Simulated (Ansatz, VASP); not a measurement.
# Cross-check of CsNa between VASP and Ansatz, part 2 of 2

Aim: how closely do two programs agree when they are given the same cell, functional and k mesh? The cell is generated by rule, not measured, and may not be a known phase. Of the first pair: The two relaxations start from unlike cells of this crystal (the structure described is Ansatz's start), so only their ends are compared.

VASP 6.6.1 and Ansatz 0.2.0.

So far: Set-up; VASP: relaxation of cell and atoms, PBEsol; Ansatz: relaxation of cell and atoms, PBEsol; Side by side.

**5. VASP: zone-centre phonons, PBEsol, pair 2**

Level of this step: PBEsol; plane waves and PAW (Cs_sv, Na_pv); invented cell (VASP).

Second derivatives magnify differences that forces hide, and they need a tight electronic threshold.

INCAR reads:

```
SYSTEM = CsNa
PREC = Accurate
ENCUT = 500
EDIFF = 1E-08
NELM = 120
ISMEAR = 1
SIGMA = 0.15
LREAL = .FALSE.
ALGO = Normal
GGA = PS
NBANDS = 14
LORBIT = 11
LWAVE = .FALSE.
LCHARG = .FALSE.
ISIF = 2
IBRION = 8
LASPH = .TRUE.
GGA_COMPAT = .FALSE.
KPAR = 2
```

POSCAR reads:

```
CsNa
1.0
    5.0962465328      0.0000000000      0.0000000000
    0.0000000000      5.0962465328      0.0000000000
    0.0000000000      0.0000000000      5.0962465328
Cs Na
1 1
Direct
    0.0000000000      0.0000000000      0.0000000000
    0.5000000000      0.5000000000      0.5000000000
```

KPOINTS reads:

```
Automatic mesh
0
Gamma
8 8 8
0 0 0
```

Potentials, in the order of the species: Cs_sv and Na_pv (PBE family, release 64).

Launch:

```bash
> mpirun -np 2 vasp_std
```

Numbers of over 12 decimals in the logs are rounded to 6 here.

What it wrote:

```text
[banner, memory and clock lines left out]
running    2 mpi-ranks, on    1 nodes
[...]
[... a notice as in an earlier step ...]

 LDA part: xc-table for (Slater+PW92), standard interpolation
 POSCAR, INCAR and KPOINTS ok, starting setup
[...]
entering main loop
       N       E                     dE             d eps       ncg     rms          rms(c)
DAV:   1     0.951966581672E+02    0.95197E+02   -0.69580E+03   996   0.923E+02
DAV:   2     0.935696926215E+01   -0.85840E+02   -0.79830E+02  1170   0.195E+02
DAV:   3    -0.199143463532E+01   -0.11348E+02   -0.11214E+02  1304   0.634E+01
DAV:   4    -0.230745905705E+01   -0.31602E+00   -0.31589E+00  1100   0.126E+01
[...]
DAV:  13    -0.230671205159E+01   -0.11891E-07   -0.57319E-09  1042   0.369E-04    0.118E-04
DAV:  14    -0.230671207289E+01   -0.21301E-07   -0.35090E-09   700   0.315E-04    0.118E-05
DAV:  15    -0.230671207228E+01    0.61277E-09   -0.27613E-10   616   0.113E-04
   1 F= -.23067121E+01 E0= -.23068086E+01  d E =0.289527E-03
[...]
RMM:  12    -0.192444728699E+00    0.36364E-07    0.16683E-10  3645   0.237E-05    0.207E-06
RMM:  13    -0.192444701570E+00    0.27129E-07   -0.39388E-10  3866   0.127E-05    0.133E-06
RMM:  14    -0.192444700215E+00    0.13551E-08    0.10044E-09  3263   0.714E-06    0.365E-07
 first order change of Fermi-energy   0.10774E-04
 force on displaced ion       1 direction 1 :  -0.467   0.000   0.000
 Linear response progress:
  Degree of freedom:   2/  2
       N       E                     dE             d eps       ncg     rms          rms(c)
RMM:   1    -0.159119146964E+00   -0.15912E+00   -0.37138E-01  2432   0.451E+00
RMM:   2    -0.162643891734E+00   -0.35247E-02   -0.24783E-02  3158   0.873E-01    0.757E-03
RMM:   3    -0.162890693435E+00   -0.24680E-03   -0.19201E-03  3778   0.233E-01    0.467E-03
RMM:   4    -0.162894618551E+00   -0.39251E-05   -0.49866E-05  4012   0.409E-02    0.313E-03
[...]
RMM:  16    -0.162888876541E+00   -0.86700E-08    0.14026E-07  3442   0.387E-05    0.722E-07
RMM:  17    -0.162888874100E+00    0.24412E-08    0.10798E-07  1986   0.272E-05    0.918E-07
RMM:  18    -0.162888876866E+00   -0.27666E-08    0.84461E-08  2241   0.203E-05    0.875E-07
 first order change of Fermi-energy  -0.11172E-03
 force on displaced ion       2 direction 1 :  -0.464   0.000  -0.000
 Linear response finished
```

Parts of OUTCAR (step 5):

```text
  Total       -0.0103825     -0.0103825     -0.0103825      0.0000000     -0.0000000      0.0000000
  in kB       -0.1256789     -0.1256789     -0.1256789      0.0000000     -0.0000000      0.0000000
  external PRESSURE =      -0.1256789 kB  Pullay stress =       0.0000000 kB

 POSITION                                       TOTAL-FORCE (eV/Angst)
 -----------------------------------------------------------------------------------
      0.00000      0.00000      0.00000         0.000000      0.000000      0.000000
      2.54812      2.54812      2.54812         0.000000      0.000000      0.000000
 -----------------------------------------------------------------------------------
    total drift:                               -0.000000      0.000000     -0.000000

[... 1 part as in an earlier step ...]

[... 1 further part left out ...]
```

Energies printed during the response cycles are not total energies of the cell.

**6. Ansatz: zone-centre phonons, PBEsol, pair 2**

The same cell, functional, mesh and smearing now go to Ansatz, which takes its cutoff from its data sets.

The cell is taken from a series of runs on this material, whose earlier steps may have relaxed, scaled, displaced or heated it; both programs get it as it stands.

input.yaml reads:

```yaml
crystal:
  lattice:
    - [5.0962465328, 0.0, 0.0]
    - [0.0, 5.0962465328, 0.0]
    - [0.0, 0.0, 5.0962465328]
  atoms:
    - { symbol: Cs, position: [0.0, 0.0, 0.0] }
    - { symbol: Na, position: [0.5, 0.5, 0.5] }
kpoints:
  mp_grid: { grid: [8, 8, 8] }
hamiltonian:
  xc: pbesol
scf:
  occupations: { method: methfessel_paxton, width: 0.15 }
output:
  eigenvalues: true
phonons:
  method: dfpt
```

Launch:

```bash
> ansatz run input.yaml --threads 4 --pin off --max-ram 7168MiB --backend cpu --events-out ev --progress --plain --runs-dir out
```

What it wrote:

```text
[...]
Crystal: 2 atoms, lattice volume = 132.358 Å³
Basis set: ecut = 420 eV, 2553 PW (Γ), exchange–correlation on 72×72×72 points (8 copies of the dense FFT grid, shifted against one another)
Bands: 13, of which v1, the nominal top of the filled ones, is band 9 counted from 1 (8 counted from 0)
Symmetry: 48 space group operations
k-points: 75 of 512 (irreducible under 8 space group operations, time reversal used)
[...]
k mesh reduced under 8 symmetry operations, with k and −k counted as one. Each operation leaves every solved perturbation unchanged. A smaller set is not used because it would not reduce the number of displacements times k-points to solve
  ASR residual: 1.153e-5 → 0.000e0 eV/Å²; symmetrization residual: 1.141e-5 eV/Å²
  ASR residual per site (eV/Å²): 4.12e-7 1.15e-5
  Γ frequencies (cm⁻¹): 0.00 0.00 0.00 79.77 79.77 79.77
  non-analytic LO–TO correction: not included (Born effective charges unavailable; polar crystals: no LO–TO splitting at Γ)
[key lines of the parts left out:]
SCF converged after 10 iterations
Free energy (F): -7061.628035 eV
Fermi energy:    2.412277 eV
```

**7. Differences**

What differs besides the data sets and the points named for the pairs above, as far as they apply: the data sets hold 18 valence electrons in Ansatz (on its default PAW (the set named soft_2) files) and 16 in VASP. Total energies have different zeros and are not compared.

Compared:

| quantity | Ansatz | VASP | difference |
| --- | --- | --- | --- |
| optical mode 1 to 3 (cm⁻¹) | 79.8 | 80.3 | -0.65 % |

Modes are paired by rising frequency, not by their patterns, so a pair may set unlike modes beside each other; they are those without the splitting of longitudinal modes.

**8. VASP: zone-centre phonons, PBEsol, pair 3**

Second derivatives magnify differences that forces hide, and they need a tight electronic threshold. The cell compared in this pair holds 128.39 Å³, against 132.36 Å³ for the pair before.

INCAR is that of step 5.

POSCAR reads:

```
CsNa
1.0
    5.0447657754      0.0000000000      0.0000000000
    0.0000000000      5.0447657754      0.0000000000
    0.0000000000      0.0000000000      5.0447657754
Cs Na
1 1
Direct
    0.0000000000      0.0000000000      0.0000000000
    0.5000000000      0.5000000000      0.5000000000
```

KPOINTS is that of step 5.

Launch:

```bash
> mpirun -np 2 vasp_std
```

What it wrote:

```text
[... set-up lines as in an earlier step ...]
 entering main loop
       N       E                     dE             d eps       ncg     rms          rms(c)
DAV:   1     0.993112483280E+02    0.99311E+02   -0.69552E+03   988   0.920E+02
DAV:   2     0.103437421920E+02   -0.88968E+02   -0.81826E+02  1172   0.198E+02
DAV:   3    -0.195953724645E+01   -0.12303E+02   -0.12171E+02  1286   0.656E+01
DAV:   4    -0.230657593030E+01   -0.34704E+00   -0.34688E+00  1148   0.131E+01
[...]
DAV:  13    -0.230534205749E+01   -0.16666E-07   -0.11531E-08  1312   0.434E-04    0.916E-05
DAV:  14    -0.230534207483E+01   -0.17339E-07   -0.12066E-09   694   0.182E-04    0.980E-06
DAV:  15    -0.230534207677E+01   -0.19422E-08   -0.21925E-10   628   0.795E-05
   1 F= -.23053421E+01 E0= -.23055031E+01  d E =0.483009E-03
 Linear response reoptimize wavefunctions to high precision
DAV:   1    -0.230534207602E+01    0.74942E-09   -0.31250E-11   736   0.350E-05
DAV:   2    -0.230534207601E+01    0.12733E-10   -0.44571E-12   592   0.127E-05
 Linear response DOF=           2
 Linear response progress:
[...]
RMM:  12    -0.192145606986E+00    0.43232E-07    0.12954E-09  3589   0.214E-05    0.598E-07
RMM:  13    -0.192145590995E+00    0.15991E-07   -0.15592E-10  3864   0.905E-06    0.105E-06
RMM:  14    -0.192145588822E+00    0.21724E-08    0.26249E-10  2911   0.465E-06    0.344E-07
 first order change of Fermi-energy   0.97338E-05
 force on displaced ion       1 direction 1 :  -0.492  -0.000   0.000
 Linear response progress:
  Degree of freedom:   2/  2
       N       E                     dE             d eps       ncg     rms          rms(c)
RMM:   1    -0.159120048838E+00   -0.15912E+00   -0.36922E-01  2430   0.452E+00
RMM:   2    -0.162640505020E+00   -0.35205E-02   -0.24670E-02  3152   0.873E-01    0.755E-03
RMM:   3    -0.162879733116E+00   -0.23923E-03   -0.18514E-03  3736   0.231E-01    0.479E-03
RMM:   4    -0.162885740846E+00   -0.60077E-05   -0.85407E-05  4013   0.485E-02    0.317E-03
[...]
RMM:  13    -0.162877373688E+00   -0.15697E-07    0.27919E-07  3990   0.105E-04    0.210E-06
RMM:  14    -0.162877386343E+00   -0.12655E-07    0.24319E-07  3485   0.727E-05    0.206E-06
RMM:  15    -0.162877392056E+00   -0.57131E-08    0.19866E-07  2442   0.515E-05    0.215E-06
 first order change of Fermi-energy  -0.10355E-03
 force on displaced ion       2 direction 1 :  -0.425   0.000  -0.000
 Linear response finished
```

From OUTCAR (step 8):

```text
  Total        0.0812995      0.0812995      0.0812995     -0.0000000      0.0000000     -0.0000000
  in kB        1.0145551      1.0145551      1.0145551     -0.0000000      0.0000000     -0.0000000
  external PRESSURE =       1.0145551 kB  Pullay stress =       0.0000000 kB

 POSITION                                       TOTAL-FORCE (eV/Angst)
 -----------------------------------------------------------------------------------
      0.00000      0.00000      0.00000         0.000000      0.000000      0.000000
      2.52238      2.52238      2.52238         0.000000      0.000000      0.000000
 -----------------------------------------------------------------------------------
    total drift:                               -0.000000      0.000000     -0.000000

[... 1 part as in an earlier step ...]

[... 1 further part left out ...]
```

**9. Ansatz: zone-centre phonons, PBEsol, pair 3**

The same cell, functional, mesh and smearing now go to Ansatz, which takes its cutoff from its data sets.

The cell is taken from a series of runs on this material, whose earlier steps may have relaxed, scaled, displaced or heated it; both programs get it as it stands.

input.yaml, the sections that differ from step 6:

```yaml
crystal:
  lattice:
    - [5.0447657754, 0.0, 0.0]
    - [0.0, 5.0447657754, 0.0]
    - [0.0, 0.0, 5.0447657754]
  atoms:
    - { symbol: Cs, position: [0.0, 0.0, 0.0] }
    - { symbol: Na, position: [0.5, 0.5, 0.5] }
phonons:
  method: dfpt
  qmesh: [2, 2, 2]
  temperatures: { t_max: 1000, t_step: 50 }
  qpath:
    path:
      - [[0.0, 0.0, 0.0], [0.0, 0.5, 0.0], [0.5, 0.5, 0.0], [0.0, 0.0, 0.0], [0.5, 0.5, 0.5], [0.0, 0.5, 0.0]]
      - [[0.5, 0.5, 0.5], [0.5, 0.5, 0.0]]
    npoints: 10
# kpoints, hamiltonian, scf, output: as in step 6
```

Launch:

```bash
> ansatz run input.yaml --threads 4 --pin off --max-ram 7168MiB --backend cpu --events-out ev --progress --plain --runs-dir out
```

What it wrote:

```text
[...]
Crystal: 2 atoms, lattice volume = 128.388 Å³
Basis set: ecut = 420 eV, 2517 PW (Γ), exchange–correlation on 72×72×72 points (8 copies of the dense FFT grid, shifted against one another)
Bands: 13, of which v1, the nominal top of the filled ones, is band 9 counted from 1 (8 counted from 0)
Symmetry: 48 space group operations
k-points: 35 of 512
[...]
largest difference from the sums on the solved wave vectors: F 3.28e-2 eV, S 6.20e-5 and C_V 2.92e-5 eV/K
  zero-point energy: 0.018183 eV/cell   skipped modes (ω ≤ 0): 8, of them read as no rigid motion or as one in doubt: 5 (3.472e-2 modes/cell left out, lowest -6.77 cm⁻¹)   left out of the sums: 6.08e-3 of the cell's modes: C_V's classical limit lies that fraction below 3 k_B per atom; for a crystal, a wire or a layer, F and S can be off by more, and a phonons.interpolated_qmesh denser along its periods is the remedy for the sampling
[key lines of the parts left out:]
SCF converged after 10 iterations
Free energy (F): -7061.626674 eV
Fermi energy:    2.552410 eV
```

**10. Side by side**

What differs besides the data sets and the points named for the pairs above, as far as they apply: VASP's run holds the zone centre alone; the data sets hold 18 valence electrons in Ansatz (on its default PAW (the set named soft_2) files) and 16 in VASP. Total energies have different zeros and are not compared.

Both answers:

| quantity | Ansatz | VASP | difference |
| --- | --- | --- | --- |
| optical mode 1 to 3 (cm⁻¹) | 82.6 | 77.7 | +6.38 % |

Modes are paired by rising frequency, not by their patterns, so a pair may set unlike modes beside each other; they are those without the splitting of longitudinal modes.

**11. Summary of results**

| Item | Value |
| --- | --- |
| difference in volume (relaxation of cell and atoms, PBEsol) | 0.033 % |
| r.m.s. difference of the optical zone-centre modes, each program's sorted by frequency (zone-centre phonons, PBEsol, pair 2) | 0.52 cm⁻¹ |
| difference in optical mode 1 to 3 (zone-centre phonons, PBEsol, pair 2) | -0.6 % |
| r.m.s. difference of the optical zone-centre modes, each program's sorted by frequency (zone-centre phonons, PBEsol, pair 3) | 5.0 cm⁻¹ |
| difference in optical mode 1 to 3 (zone-centre phonons, PBEsol, pair 3) | +6.4 % |

**Reading.** The difference in volume is 0.033 % (relaxation of cell and atoms, PBEsol), within the 1.2 % picked in this series as the mark of a large difference, as far as the stopping tolerances let one tell. The data sets hold unlike numbers of valence electrons (18 in Ansatz and 16 in VASP), so part of the differences comes from the potentials. Among the rows given in per cent, the largest difference of the zone-centre phonons, PBEsol, pair 2 pair is in optical mode 1 to 3, -0.6 %. Among the rows given in per cent, the largest difference of the zone-centre phonons, PBEsol, pair 3 pair is in optical mode 1 to 3, +6.4 %. 1 further run of this series is not shown here. How closely two codes agree says nothing of how well the functional describes the real material.

[Lines on the potential files, build, host, timing and source positions are cut from VASP's logs without a mark.]

[Logs are printed without paths, hosts, clocks, repeated set-up lines and the standing remarks that a program may print on its own settings, such as how far it seeks lower states.]

[Hosts, paths, dates, database ids (printed as entryN), source tags and the programs' standing remarks are cut or masked in the printed files.]
